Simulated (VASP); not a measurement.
```xyz
3
Lattice="0.0000 3.2022 3.2022 3.2022 0.0000 3.2022 3.2022 3.2022 0.0000" Properties=species:S:1:pos:R:3 pbc="T T T"
Mg     1.6011     1.6011     1.6011
Mg     4.8033     4.8033     4.8033
Si     0.0000     0.0000     0.0000
```

Level of theory: revPBE GGA, VASP's PBE PAW potentials (set 64) (plane waves; VASP). Settings: 520 eV cut-off, Gaussian smearing of 0.050 eV, potentials Mg Si.

**Question.** Estimate the band gap (along the path) with the smallest direct gap where there is one.

**Answer.** 
| Item | Value |
|---|---|
| band gap (along the path) | 0.26 eV |
| smallest direct gap (along the path) | 1.81 eV |

The absolute energy has meaning only against runs of the same code, potentials and settings.

The compound is Mg2Si in the antifluorite structure. It was relaxed first.
